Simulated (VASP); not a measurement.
An input for Quantum ESPRESSO's pw.x (written as the equivalent of a VASP run, and not itself run):

```
&CONTROL
  calculation = 'scf'
  pseudo_dir = './pseudo'
  outdir = './out'
  tprnfor = .true.
  tstress = .true.
/
&SYSTEM
  ibrav = 0
  nat = 2
  ntyp = 2
  ecutwfc = 74
  occupations = 'smearing'
  smearing = 'fermi-dirac'
  degauss = 0.003675
  input_dft = 'pbe'
/
&ELECTRONS
  conv_thr = 7.3e-08
  electron_maxstep = 100
/
ATOMIC_SPECIES
  K 39.098 K.upf
  Cl 35.450 Cl.upf
CELL_PARAMETERS angstrom
     0.0000000    3.1212430    3.1212430
     3.1212430    0.0000000    3.1212430
     3.1212430    3.1212430    0.0000000
ATOMIC_POSITIONS crystal
  K    0.0000000  0.0000000  0.0000000
  Cl   0.5000000  0.5000000  0.5000000
K_POINTS automatic
  7 7 7 0 0 0
```

Translate this input to VASP (INCAR, KPOINTS, POSCAR, choice of POTCAR).

Several could match; the one computed here: 
### POSCAR
```
KCl
1
    0.0000000000     3.1212430000     3.1212430000
    3.1212430000     0.0000000000     3.1212430000
    3.1212430000     3.1212430000     0.0000000000
K Cl
1 1
Direct
  0.0000000000   0.0000000000   0.0000000000
  0.5000000000   0.5000000000   0.5000000000
```

INCAR:
```
! general
SYSTEM  =  KCl
PREC    =  Accurate
ENCUT   =  300
LREAL   =  F
LASPH   =  T

! electronic loop
EDIFF   =  1E-6
NELM    =  100
ALGO    =  Normal

! smearing
ISMEAR  =  -1
SIGMA   =  0.05

! functional
GGA     =  PE

! ions
ISIF    =  2

! output
LWAVE   =  F
LCHARG  =  F
```

KPOINTS:
```
Automatic mesh
0
Gamma
7 7 7
0 0 0
```

POTCAR, in this order: K_sv Cl (PBE.64 set). Program: vasp_std.

The two are equivalent in intent, not identical: the potentials are each code's own (VASP's PAW set, PseudoDojo norm-conserving files in pw.x), so ENCUT and ecutwfc are chosen apart and not converted; conv_thr bounds pw.x's estimated SCF error, while EDIFF bounds the energy change between steps.

The structure is a typed KCl crystal (Fm-3m). The cell was not relaxed at this level, and its volume differs by -5.9 % from the start's.
